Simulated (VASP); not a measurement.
Consider the following.

```
CELL_PARAMETERS angstrom
      0.00000     2.95757     2.95757
      2.95757     0.00000     2.95757
      2.95757     2.95757     0.00000
ATOMIC_POSITIONS crystal
  Pb 0.00000 0.00000 0.00000
  F  0.25000 0.25000 0.25000
  F  0.75000 0.75000 0.75000
```

Level of theory: vdW-DF-cx, VASP's PBE PAW potentials (set 64) (plane waves; VASP). Settings: 520 eV cut-off, 7×7×7 Γ-centred mesh, tetrahedra with Blöchl corrections, potentials Pb_d F.

### Question
Estimate the energy per atom (σ→0).

### Answer

```yaml
energy per atom (σ→0): -2.431 eV/atom
```

The absolute energy has meaning only against runs of the same code, potentials and settings.

The compound is PbF2 in the fluorite structure, the β form. It was relaxed first.
